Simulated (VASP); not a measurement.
# A VASP study of SiMo3 (r2SCAN + rVV10): structure first, properties next, part 2 of 8

Wanted: the relaxed cell of SiMo3 and its properties. The start is a cell from a database of measured crystal structures.

VASP 6.6.1; r2SCAN with rVV10; plane waves and PAW (Si, Mo_sv).

So far: The structure; Relaxing cell and atoms (r2SCAN + rVV10). The relaxed cell has a = 4.879 Å (conventional setting).

**2. Relaxing cell and atoms (r2SCAN + rVV10) (continued)**

From OUTCAR (step 2):

```text
ion  position               nearest neighbor table
   1  0.000  0.000  0.000-   3 2.73   4 2.73   5 2.73   6 2.73   7 2.73   8 2.73   3 2.73   5 2.73
                             7 2.73   8 2.73   4 2.73   6 2.73
   2  0.500  0.500  0.500-   3 2.73   4 2.73   5 2.73   6 2.73   7 2.73   8 2.73   4 2.73   6 2.73
                             3 2.73   5 2.73   7 2.73   8 2.73
   3  0.250  0.000  0.500-   5 2.44   5 2.44   1 2.73   1 2.73   2 2.73   2 2.73   8 2.99   4 2.99
                             4 2.99   6 2.99   6 2.99   7 2.99   8 2.99   7 2.99
   4  0.500  0.750  0.000-   6 2.44   6 2.44   1 2.73   2 2.73   2 2.73   1 2.73   8 2.99   5 2.99
                             3 2.99   5 2.99   3 2.99   7 2.99   7 2.99   8 2.99
   5  0.750  0.000  0.500-   3 2.44   3 2.44   1 2.73   1 2.73   2 2.73   2 2.73   8 2.99   4 2.99
                             4 2.99   6 2.99   6 2.99   7 2.99   8 2.99   7 2.99
   6  0.500  0.250  0.000-   4 2.44   4 2.44   1 2.73   2 2.73   2 2.73   1 2.73   8 2.99   3 2.99
                             3 2.99   5 2.99   5 2.99   7 2.99   7 2.99   8 2.99
   7  0.000  0.500  0.750-   8 2.44   8 2.44   1 2.73   2 2.73   1 2.73   2 2.73   3 2.99   4 2.99
                             5 2.99   3 2.99   5 2.99   6 2.99   4 2.99   6 2.99
   8  0.000  0.500  0.250-   7 2.44   7 2.44   1 2.73   2 2.73   1 2.73   2 2.73   3 2.99   4 2.99
                             5 2.99   3 2.99   5 2.99   6 2.99   4 2.99   6 2.99

  LATTYP: Found a simple cubic cell.
 ALAT       =     4.8890000000

 Subroutine GETGRP returns: Found 48 space group operations
 (whereof 24 operations were pure point group operations)

The static configuration has the point symmetry T_h .
 The point group associated with its full space group is O_h .

 Found     20 irreducible k-points:

   k-points           NKPTS =     20   k-points in BZ     NKDIM =     20   number of bands    NBANDS=     57

   dimension x,y,z NGX =    32 NGY =   32 NGZ =   32
   dimension x,y,z NGXF=    64 NGYF=   64 NGZF=   64

   ENCUT  =  400.0 eV  29.40 Ry    5.42 a.u.   7.97  7.97  7.97*2*pi/ulx,y,z

   NELECT =      92.0000    total number of electrons

 k-points in reciprocal lattice and weights: Automatic mesh
   0.00000000  0.00000000  0.00000000       0.005
   0.16666667  0.00000000  0.00000000       0.028
   0.33333333  0.00000000  0.00000000       0.028
   0.50000000  0.00000000  0.00000000       0.014
   0.16666667  0.16666667  0.00000000       0.056
   0.33333333  0.16666667  0.00000000       0.111
   0.50000000  0.16666667  0.00000000       0.056
   0.33333333  0.33333333  0.00000000       0.056
   0.50000000  0.33333333  0.00000000       0.056
[...]
0.50000000  0.50000000  0.33333333       0.028
   0.50000000  0.50000000  0.50000000       0.005

 average (electrostatic) potential at core
       1 -79.7472       2 -79.7472       3 -74.0249       4 -74.0249       5 -74.0249
       6 -74.0249       7 -74.0249       8 -74.0249

 E-fermi :  12.8566

 k-point     1 :       0.0000    0.0000    0.0000
  band No.  band energies     occupation
    ...
     40      10.5228      2.00000
     41      10.5228      2.00000
     42      10.5228      2.00000
     43      11.1732      2.00000
     44      11.1732      2.00000
     45      14.2218     -0.00000
     46      14.2218     -0.00000
     47      14.2218     -0.00000
     48      15.2272     -0.00000
     49      15.3794     -0.00000
    ...

 k-point     2 :       0.1667    0.0000    0.0000
  band No.  band energies     occupation
    ...
     40      10.5061      2.00000
     41      10.6963      2.00000
     42      10.6963      2.00000
     43      11.2691      2.00000
     44      11.3287      2.00000
     45      13.7615     -0.00000
     46      14.0385     -0.00000
     47      14.0385     -0.00000
     48      14.9714     -0.00000
     49      15.1125     -0.00000
    ...

 k-point     3 :       0.3333    0.0000    0.0000
  band No.  band energies     occupation
    ...
     41      10.5964      2.00000
     42      10.5964      2.00000
     43      11.2976      2.00000
     44      11.3721      2.00000
     45      12.6459      2.05965
     46      13.8296     -0.00000
     47      13.8296     -0.00000
     48      14.5745     -0.00000
     49      14.7175     -0.00000
     50      14.7863     -0.00000
    ...

  Total       -0.0111617     -0.0111617     -0.0111617     -0.0000000      0.0000000      0.0000000
  in kB       -0.1539562     -0.1539562     -0.1539562     -0.0000000      0.0000000      0.0000000
  external PRESSURE =      -0.1539562 kB  Pullay stress =       0.0000000 kB

  energy-cutoff  :      400.00
  volume of cell :      116.16
      direct lattice vectors                 reciprocal lattice vectors
     4.879198696  0.000000000  0.000000000     0.204951686  0.000000000 -0.000000000
    -0.000000000  4.879198696  0.000000000     0.000000000  0.204951686  0.000000000
     0.000000000 -0.000000000  4.879198696     0.000000000  0.000000000  0.204951686

 POSITION                                       TOTAL-FORCE (eV/Angst)
 -----------------------------------------------------------------------------------
      0.00000     -0.00000      0.00000        -0.000000     -0.000000     -0.000000
      2.43960      2.43960      2.43960        -0.000000     -0.000000     -0.000000
      1.21980     -0.00000      2.43960        -0.000000      0.000000      0.000000
      2.43960      3.65940      0.00000         0.000000     -0.000000      0.000000
      3.65940     -0.00000      2.43960         0.000000     -0.000000     -0.000000
      2.43960      1.21980      0.00000        -0.000000     -0.000000      0.000000
     -0.00000      2.43960      3.65940        -0.000000      0.000000     -0.000000
     -0.00000      2.43960      1.21980         0.000000      0.000000      0.000000
 -----------------------------------------------------------------------------------
    total drift:                                0.000000     -0.000000     -0.000000

  FREE ENERGIE OF THE ION-ELECTRON SYSTEM (eV)
  ---------------------------------------------------
  free  energy   TOTEN  =      -175.1775686431 eV

  energy  without entropy=     -175.1740478464  energy(sigma->0) =     -175.17639504

 reached required accuracy - stopping structural energy minimisation

 total charge
# of ion       s       p       d       tot
------------------------------------------
    1        0.700   0.914   0.000   1.614
    2        0.700   0.914   0.000   1.614
    3        2.330   6.209   4.056  12.595
    4        2.330   6.209   4.056  12.595
    5        2.330   6.209   4.056  12.595
    6        2.330   6.209   4.056  12.595
    7        2.330   6.209   4.056  12.595
    8        2.330   6.209   4.056  12.595
--------------------------------------------------
tot         15.380  39.083  24.337  78.800

[... 3 further parts left out ...]
```

CONTCAR:

```
SiMo3
   1.00000000000000
     4.8791986955816098    0.0000000000000000    0.0000000000000000
    -0.0000000000000000    4.8791986955816098    0.0000000000000000
     0.0000000000000000   -0.0000000000000000    4.8791986955816098
  Si              Mo
     2     6
Direct
     0.0000000000000000    0.0000000000000000    0.0000000000000000
     0.5000000000000000    0.5000000000000000    0.5000000000000000
     0.2500000000000000    0.0000000000000000    0.5000000000000000
     0.5000000000000000    0.7500000000000000    0.0000000000000000
     0.7500000000000000    0.0000000000000000    0.5000000000000000
     0.5000000000000000    0.2500000000000000    0.0000000000000000
     0.0000000000000000    0.5000000000000000    0.7500000000000000
     0.0000000000000000    0.5000000000000000    0.2500000000000000
```

The PAW data sets were made with PBE, which is usual practice but a small mismatch for other functionals. The run keeps the 48 symmetry operations of its start, so it cannot find a distortion of lower symmetry.

Step by step:

```tsv
step	energy less that of the first step (eV)	largest force (eV/Å)	pressure (GPa)	volume (Å³)
1	0.0000	0.0000	-1.63	116.86
2	0.0205	0.0000	4.38	114.37
3	-0.0036	0.0000	-0.02	116.16
```

```tsv
conventional cell, symmetrised	before	after	change
a (Å)	4.889	4.879	-0.2 %
b (Å)	4.889	4.879	-0.2 %
c (Å)	4.889	4.879	-0.2 %
volume (Å³/atom)	14.61	14.52	-0.6 %
```

Final coordinates:

```
Si Mo
1.0
     4.87920    0.00000    0.00000
     0.00000    4.87920    0.00000
     0.00000    0.00000    4.87920
Si Mo
2 6
Direct
  0.00000 0.00000 0.00000
  0.50000 0.50000 0.50000
  0.25000 0.00000 0.50000
  0.50000 0.75000 0.00000
  0.75000 0.00000 0.50000
  0.50000 0.25000 0.00000
  0.00000 0.50000 0.75000
  0.00000 0.50000 0.25000
```

Numbers from this step:

```
electrons                       : 92
bands                           : 57
irreducible k-points            : 20
symmetry operations             : 48
free energy (TOTEN)             : -175.1776 eV
energy at zero smearing         : -175.1764 eV
Fermi energy                    : 12.86 eV
pressure                        : -0.01540 GPa
metallic                        : yes
SCF cycles over all ionic steps : 33
```

It ends with forces that vanish by symmetry and a pressure of -0.02 GPa. The volume lies -0.6 % from that of the database's start, which holds the thermal and zero-point expansion of its experiment.

**3. Density, ELF and potential (r2SCAN + rVV10)**

The relaxed cell gets a fresh self-consistent run, on a basis set for its own volume, to fix the density and to check the remaining stress.

INCAR

```
SYSTEM = SiMo3
PREC = Accurate
ENCUT = 400
EDIFF = 1E-06
NELM = 100
ISMEAR = 1
SIGMA = 0.2
LREAL = .FALSE.
ALGO = Normal
METAGGA = R2SCAN
LUSE_VDW = .TRUE.
IVDW_NL = 2
BPARAM = 11.95
CPARAM = 0.0093
LASPH = .TRUE.
NBANDS = 57
LORBIT = 11
LWAVE = .FALSE.
LCHARG = .TRUE.
ISIF = 2
LELF = .TRUE.
LVHAR = .TRUE.
```

POSCAR

```
SiMo3
1.0
    4.8791986956      0.0000000000      0.0000000000
    0.0000000000      4.8791986956      0.0000000000
    0.0000000000      0.0000000000      4.8791986956
Si Mo
2 6
Direct
    0.0000000000      0.0000000000      0.0000000000
    0.5000000000      0.5000000000      0.5000000000
    0.2500000000      0.0000000000      0.5000000000
    0.5000000000      0.7500000000      0.0000000000
    0.7500000000      0.0000000000      0.5000000000
    0.5000000000      0.2500000000      0.0000000000
    0.0000000000      0.5000000000      0.7500000000
    0.0000000000      0.5000000000      0.2500000000
```

KPOINTS

```
Automatic mesh
0
Gamma
6 6 6
0 0 0
```

PAW data sets: Si and Mo_sv (PBE family, release 64).

Command:

```sh
> mpirun -np 4 vasp_std
```

The log of the run:

```text
[banner, memory and clock lines left out]
running    4 mpi-ranks, on    1 nodes
 distrk:  each k-point on    4 cores,    1 groups
 distr:  one band on    1 cores,    4 groups

 POSCAR found type information on POSCAR SiMo
 POSCAR found :  2 types and       8 ions
 [... a notice as in an earlier step ...]

 [... a notice as in an earlier step ...]

 LDA part: xc-table for (None), standard interpolation
|                                                                             |
|           W    W    AA    RRRRR   N    N  II  N    N   GGGG   !!!           |
|           W    W   A  A   R    R  NN   N  II  NN   N  G    G  !!!           |
|           W    W  A    A  R    R  N N  N  II  N N  N  G       !!!           |
|           W WW W  AAAAAA  RRRRR   N  N N  II  N  N N  G  GGG   !            |
|           WW  WW  A    A  R   R   N   NN  II  N   NN  G    G                |
|           W    W  A    A  R    R  N    N  II  N    N   GGGG   !!!           |
|                                                                             |
|     The number of bands has been changed from the values supplied in        |
|     The orbitals not found in the WAVECAR file will be initialized with     |
|     random numbers, which is usually adequate. For correlated               |
|     calculations, however, you should redo the groundstate calculation.     |
|     I found NBANDS = 57. Now, NBANDS = 60.                                  |
|                                                                             |

 POSCAR, INCAR and KPOINTS ok, starting setup
 FFT: planning ... GRIDC
 FFT: planning ... GRID_SOFT
 FFT: planning ... GRID
 WAVECAR not read
 entering main loop
       N       E                     dE             d eps       ncg     rms          rms(c)
Total rVV10 correction in eV:      1.5476000    94.7548298
DAV:   1     0.861715287148E+03    0.86172E+03   -0.49941E+04  2480   0.133E+03
DAV:   2    -0.175149582171E+03   -0.10369E+04   -0.10018E+04  2640   0.467E+02
DAV:   3    -0.213012291507E+03   -0.37863E+02   -0.36669E+02  2960   0.851E+01
DAV:   4    -0.213691067553E+03   -0.67878E+00   -0.67287E+00  2880   0.984E+00
DAV:   5    -0.213701154750E+03   -0.10087E-01   -0.10074E-01  2832   0.119E+00    0.524E+01
Total rVV10 correction in eV:      1.4503259    94.7548358
DAV:   6    -0.175067786682E+03    0.38633E+02   -0.23363E+01  2488   0.277E+01    0.858E+00
Total rVV10 correction in eV:      1.4244260    94.7548365
DAV:   7    -0.175141588257E+03   -0.73802E-01   -0.74214E-01  2948   0.370E+00    0.407E+00
Total rVV10 correction in eV:      1.4065860    94.7548367
DAV:   8    -0.175174736539E+03   -0.33148E-01   -0.19748E-01  2612   0.196E+00    0.722E-01
Total rVV10 correction in eV:      1.4060653    94.7548367
DAV:   9    -0.175174954364E+03   -0.21782E-03   -0.62658E-03  2864   0.352E-01    0.530E-01
Total rVV10 correction in eV:      1.4067620    94.7548367
DAV:  10    -0.175174726536E+03    0.22783E-03   -0.34423E-03  2700   0.179E-01    0.268E-01
Total rVV10 correction in eV:      1.4074418    94.7548367
DAV:  11    -0.175175041342E+03   -0.31481E-03   -0.46790E-04  2696   0.122E-01    0.332E-02
Total rVV10 correction in eV:      1.4075277    94.7548367
DAV:  12    -0.175175046861E+03   -0.55188E-05   -0.27082E-05  2684   0.285E-02    0.105E-02
Total rVV10 correction in eV:      1.4075823    94.7548367
DAV:  13    -0.175175044061E+03    0.27995E-05   -0.10195E-06  1764   0.369E-03    0.338E-03
Total rVV10 correction in eV:      1.4075793    94.7548367
DAV:  14    -0.175175044131E+03   -0.70278E-07   -0.16358E-07  1372   0.149E-03
Total rVV10 correction in eV:      1.4075824    94.7548367
Total rVV10 correction in eV:      1.4075802    94.7548367
   1 F= -.17517504E+03 E0= -.17517387E+03  d E =-.352103E-02
```

Run time: 46 s. Hardware: 4 MPI ranks of Intel Xeon Platinum 8488C (Sapphire Rapids), shared host; peak memory 0.77 GiB; 3 min of CPU time.

Parts of OUTCAR (step 3):

```text
  LATTYP: Found a simple cubic cell.
 ALAT       =     4.8791986956

 Found     20 irreducible k-points:

   k-points           NKPTS =     20   k-points in BZ     NKDIM =     20   number of bands    NBANDS=     60

   ENCUT  =  400.0 eV  29.40 Ry    5.42 a.u.   7.96  7.96  7.96*2*pi/ulx,y,z

   NELECT =      92.0000    total number of electrons

 E-fermi :  12.8566

 k-point     1 :       0.0000    0.0000    0.0000
  band No.  band energies     occupation
    ...
     40      10.5227      2.00000
     41      10.5227      2.00000
     42      10.5227      2.00000
     43      11.1732      2.00000
     44      11.1732      2.00000
     45      14.2217     -0.00000
     46      14.2217     -0.00000
     47      14.2217     -0.00000
     48      15.2273     -0.00000
     49      15.3793     -0.00000
    ...

 k-point     2 :       0.1667    0.0000    0.0000
  band No.  band energies     occupation
    ...
     40      10.5061      2.00000
     41      10.6963      2.00000
     42      10.6963      2.00000
     43      11.2691      2.00000
     44      11.3286      2.00000
     45      13.7615     -0.00000
     46      14.0385     -0.00000
     47      14.0385     -0.00000
     48      14.9714     -0.00000
     49      15.1125     -0.00000
    ...

  Total       -0.0157552     -0.0157552     -0.0157552     -0.0000000      0.0000000      0.0000000
  in kB       -0.2173151     -0.2173151     -0.2173151     -0.0000000      0.0000000      0.0000000
  external PRESSURE =      -0.2173151 kB  Pullay stress =       0.0000000 kB

  energy-cutoff  :      400.00
  volume of cell :      116.16
      direct lattice vectors                 reciprocal lattice vectors
     4.879198696  0.000000000  0.000000000     0.204951686  0.000000000  0.000000000
     0.000000000  4.879198696  0.000000000     0.000000000  0.204951686  0.000000000
     0.000000000  0.000000000  4.879198696     0.000000000  0.000000000  0.204951686

 POSITION                                       TOTAL-FORCE (eV/Angst)
 -----------------------------------------------------------------------------------
      0.00000      0.00000      0.00000        -0.000000      0.000000      0.000000
      2.43960      2.43960      2.43960        -0.000000      0.000000      0.000000
      1.21980      0.00000      2.43960        -0.000000     -0.000000     -0.000000
      2.43960      3.65940      0.00000        -0.000000      0.000000      0.000000
      3.65940      0.00000      2.43960         0.000000      0.000000     -0.000000
      2.43960      1.21980      0.00000         0.000000      0.000000     -0.000000
      0.00000      2.43960      3.65940         0.000000     -0.000000      0.000000
      0.00000      2.43960      1.21980         0.000000      0.000000      0.000000
 -----------------------------------------------------------------------------------
    total drift:                                0.000000     -0.000000     -0.000000

  FREE ENERGIE OF THE ION-ELECTRON SYSTEM (eV)
  ---------------------------------------------------
  free  energy   TOTEN  =      -175.1750441314 eV

  energy  without entropy=     -175.1715231041  energy(sigma->0) =     -175.17387046

[... 5 parts as in an earlier step ...]

[... 6 further parts left out ...]
```

This step gave:

| Property | Result |
| --- | --- |
| SCF cycles | 14 |
| bands | 60 |
| free energy (TOTEN) | -175.1750 eV |
| energy at zero smearing | -175.1739 eV |
| pressure | -0.02173 GPa |

Valence electrons inside each PAW sphere by angular momentum. Sphere charges, by row:

```tsv
atom	s (e)	p (e)	d (e)	tot (e)
Si1	0.7	0.914	0	1.614
Si2	0.7	0.914	0	1.614
Mo3	2.33	6.209	4.056	12.6
Mo4	2.33	6.209	4.056	12.6
Mo5	2.33	6.209	4.056	12.6
Mo6	2.33	6.209	4.056	12.6
Mo7	2.33	6.209	4.056	12.6
Mo8	2.33	6.209	4.056	12.6
```

ELF in the ac plane at fractional y = 0.000, with atoms of Si and Mo within 0.2 Å of it. It is the smooth field of the valence electrons, not physical close to the nuclei.

Ten even steps from '_' (0.06) to '@' (0.70), each cell a mean:
```
..==%%%%**==------++##@@##::
##%%%%##**++======++##%%%%##
@@##++====++++**++======**%%
**--::------==++------::::==
==--**@@%%++------##@@%%++--
==##@@##%%@@++==**@@##%%@@++
==%%@@++##@@++==##@@++##@@++
--++@@@@@@##----++@@@@@@##==
==::--**++----==--==**++----
%%++--::--==++**++----::==**
@@%%##**++++++++++++**##%%%%
--**@@%%**==----==++##@@%%++
__--%%@@**==----====##@@**..
```
Columns run along a (4.9 Å), rows up along c (4.9 Å). Atoms in or near the plane, at fractional coordinates: Si at (0.00, 0.00), Mo at (0.25, 0.50), Mo at (0.75, 0.50).

Valence density in the ac plane at fractional y = 0.000, with atoms of Si and Mo within 0.2 Å of it. It is the smooth field of the valence electrons, not physical close to the nuclei.

Ten even steps from '0' (-0.1 e/Å³) to '9' (7.2 e/Å³), each cell a mean:
```
00000000000000
00000000000000
00000000000000
00010000001000
01243100124310
02698410269841
12799511279951
01466210146631
00121000012110
00000000000000
00000000000000
00000000000000
00000000000000
```
Columns run along a (4.9 Å), rows up along c (4.9 Å). Atoms in or near the plane, at fractional coordinates: Si at (0.00, 0.00), Mo at (0.25, 0.50), Mo at (0.75, 0.50).

Electrostatic potential energy in the ac plane at fractional y = 0.000, with atoms of Si and Mo within 0.2 Å of it. With pseudopotentials it is smooth inside the atoms' cores, unlike the true potential.

Ten even steps from '_' (-77 eV) to '@' (0 eV), each cell a mean:
```
__::##@@@@@@@@@@@@@@@@%%++__
++##@@@@@@@@@@@@@@@@@@@@%%++
@@@@@@@@@@@@@@@@@@@@@@@@@@@@
@@@@%%##%%@@@@@@@@%%##%%@@@@
@@##++====**%%@@%%++--==**%%
%%++::....==##%%**::....--##
%%++::....--##%%++::....--##
@@**--::::++%%@@**--::::++%%
@@%%##****%%@@@@@@##****##@@
@@@@@@@@@@@@@@@@@@@@@@@@@@@@
##%%@@@@@@@@@@@@@@@@@@@@@@%%
..==%%@@@@@@@@@@@@@@@@@@**::
__..**@@@@@@@@@@@@@@@@%%==__
```
Columns run along a (4.9 Å; values clipped at the 3rd and 97th percentile), rows up along c (4.9 Å). Atoms in or near the plane, at fractional coordinates: Si at (0.00, 0.00), Mo at (0.25, 0.50), Mo at (0.75, 0.50).

In this run the pressure is -0.02 GPa, small enough to go on.

(Part 2 of 8 ends here.)

[Lines on the potential files, build, host, timing and source positions are cut from VASP's logs without a mark.]

[Logs are printed without paths, hosts, clocks, repeated set-up lines and the standing remarks that a program may print on its own settings, such as how far it seeks lower states.]

[Hosts, paths, dates, database ids (printed as entryN), source tags and the programs' standing remarks are cut or masked in the printed files.]

[A measured line is paired with the nearest computed mode of its activity, which favours agreement.]
